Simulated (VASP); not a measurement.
```yaml
crystal:
  lattice:
    - [1.37128, -2.37513, 0.00000]
    - [1.37128, 2.37513, 0.00000]
    - [0.00000, 0.00000, 4.43796]
  atoms:
    - { symbol: Re, position: [0.33333, 0.66667, 0.25000] }
    - { symbol: Re, position: [0.66667, 0.33333, 0.75000] }
```

Calculation: AM05 GGA, VASP's PBE PAW potentials (set 64) (plane waves; VASP 6.6.1). Settings: 520 eV cut-off, Gaussian smearing of 0.050 eV, potentials Re.

Problem. Give the energies of bands 1 to 10 at the high-symmetry points, in eV from the Fermi level.

Solution. 
```
band       Γ      M      K      A      L      H
----  ------  -----  -----  -----  -----  -----
1     -10.00  -6.11  -5.35  -7.62  -6.42  -4.63
2      -6.75  -5.93  -4.10  -7.62  -6.42  -4.63
3      -1.62  -5.38  -4.10  -2.43  -4.19  -3.81
4      -1.60  -1.96  -3.43  -2.43  -4.19  -3.81
5      -1.60  -1.74  -2.16  -1.73   0.43  -2.17
6      -0.74  -1.40  -2.16  -1.73   0.43  -2.17
7      -0.74  -0.60  -0.02  -1.73   0.96   0.09
8       0.23   4.12   3.13  -1.73   0.96   0.09
9       0.23   4.51   3.13   2.64   4.44   3.48
10      0.61   4.67   3.59   2.64   4.44   3.48
```

It has no gap at this level: it comes out as a metal or semimetal.

The compound is Re in the hcp structure. It was relaxed first.
